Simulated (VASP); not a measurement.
Level of theory: LDA (Ceperley-Alder, Perdew-Zunger) with spin-orbit coupling, VASP's LDA PAW potentials (set 64) (plane waves; VASP).

VASP ran on this input.

**KPOINTS_OPT**
```
k-points along high-symmetry lines
8
Line-mode
Reciprocal
  0.000000   0.000000   0.000000 ! GAMMA
  0.500000   0.000000   0.500000 ! X

  0.500000   0.000000   0.500000 ! X
  0.625000   0.250000   0.625000 ! U

  0.375000   0.375000   0.750000 ! K
  0.000000   0.000000   0.000000 ! GAMMA

  0.000000   0.000000   0.000000 ! GAMMA
  0.500000   0.500000   0.500000 ! L

  0.500000   0.500000   0.500000 ! L
  0.500000   0.250000   0.750000 ! W

  0.500000   0.250000   0.750000 ! W
  0.500000   0.000000   0.500000 ! X
```

File KPOINTS:
```
Automatic
0
Gamma
16 16 16
0 0 0
```

### POSCAR
```
Ni
1
    0.0000000000     1.7094820583     1.7094820583
    1.7094820583    -0.0000000000     1.7094820583
    1.7094820583     1.7094820583     0.0000000000
Ni
1
Direct
  0.0000000000   0.0000000000   0.0000000000
```

**INCAR**
```
! general
SYSTEM    =Ni
PREC      =Accurate
ENCUT     =400
LREAL     =.FALSE.
LASPH     =.TRUE.

! electronic loop
EDIFF     =1E-6
NELM      =100
ALGO      =Normal
LMAXMIX   =4

! smearing
ISMEAR    =0
SIGMA     =0.05

! functional
GGA_COMPAT=.FALSE.

! spin
MAGMOM    =0 0 0.6
LSORBIT   =.TRUE.

! output
LWAVE     =.FALSE.
LCHARG    =.FALSE.
LORBIT    =11
```

POTCAR, in this order: Ni (LDA.64 set). Program: vasp_ncl.

Output of the run:

OSZICAR:
```
       N       E                     dE             d eps       ncg     rms          rms(c)
DAV:   1     0.379211510035E+02    0.37921E+02   -0.38550E+03 21920   0.133E+03
DAV:   2    -0.607666872855E+01   -0.43998E+02   -0.40989E+02 20084   0.227E+02
DAV:   3    -0.768644263193E+01   -0.16098E+01   -0.15740E+01 21914   0.553E+01
DAV:   4    -0.770647556384E+01   -0.20033E-01   -0.20023E-01 23340   0.537E+00
DAV:   5    -0.770699857334E+01   -0.52301E-03   -0.52298E-03 21730   0.811E-01    0.110E+01
DAV:   6    -0.689329869035E+01    0.81370E+00   -0.46875E+00 21406   0.678E+01    0.556E+00
DAV:   7    -0.661853683661E+01    0.27476E+00   -0.91124E-01 22090   0.268E+01    0.218E+00
DAV:   8    -0.659728799369E+01    0.21249E-01   -0.65608E-03 30174   0.186E+00    0.971E-01
DAV:   9    -0.659485014375E+01    0.24378E-02   -0.39716E-04 28468   0.382E-01    0.277E-01
DAV:  10    -0.659417171591E+01    0.67843E-03   -0.60897E-05 30354   0.200E-01    0.315E-02
DAV:  11    -0.659416226387E+01    0.94520E-05   -0.88878E-06 22820   0.504E-02    0.198E-02
DAV:  12    -0.659415948133E+01    0.27825E-05   -0.25617E-06 25274   0.287E-02    0.453E-03
DAV:  13    -0.659415947669E+01    0.46402E-08   -0.28090E-07 11162   0.102E-02
   1 F= -.65941595E+01 E0= -.65932294E+01  d E =-.186019E-02  mag=     0.0000    -0.0000     0.5672
       N       E                     dE             ncg
```

OUTCAR:
```
------------------------ aborting loop because EDIFF is reached ----------------------------------------
  FORCE on cell =-STRESS in cart. coord.  units (eV):
  Direction    XX          YY          ZZ          XY          YZ          ZX
  --------------------------------------------------------------------------------------
  Total        0.0058960      0.0058960      0.0060445     -0.0000000     -0.0000000      0.0000000
  in kB        0.9454635      0.9454635      0.9692690     -0.0000004     -0.0000000      0.0000000
  external PRESSURE =       0.9533986 kB  Pullay stress =       0.0000000 kB
  volume of cell :        9.99
      direct lattice vectors                 reciprocal lattice vectors
     0.000000000  1.709482058  1.709482058    -0.292486252  0.292486252  0.292486252
     1.709482058  0.000000000  1.709482058     0.292486252 -0.292486252  0.292486252
     1.709482058  1.709482058  0.000000000     0.292486252  0.292486252 -0.292486252
 POSITION                                       TOTAL-FORCE (eV/Angst)
 -----------------------------------------------------------------------------------
      0.00000      0.00000      0.00000         0.000000      0.000000      0.000000
 -----------------------------------------------------------------------------------
    total drift:                                0.000000      0.000000      0.000000
  FREE ENERGIE OF THE ION-ELECTRON SYSTEM (eV)
  ---------------------------------------------------
  free  energy   TOTEN  =        -6.5941594767 eV

  energy  without entropy=       -6.5922992845  energy(sigma->0) =       -6.59322938

 total charge

# of ion       s       p       d       tot
------------------------------------------
    1        0.537   0.577   8.367   9.481

 magnetization (x)

# of ion       s       p       d       tot
------------------------------------------
    1        0.000   0.000   0.000   0.000

 magnetization (y)

# of ion       s       p       d       tot
------------------------------------------
    1        0.000   0.000   0.000   0.000

 magnetization (z)

# of ion       s       p       d       tot
------------------------------------------
    1       -0.005  -0.018   0.589   0.567

 Ion:    1  E_soc:     -0.0186620
```
(Selected blocks of OUTCAR.)

The compound is Ni in the fcc structure. It was relaxed first, which changed the volume by -8 %.
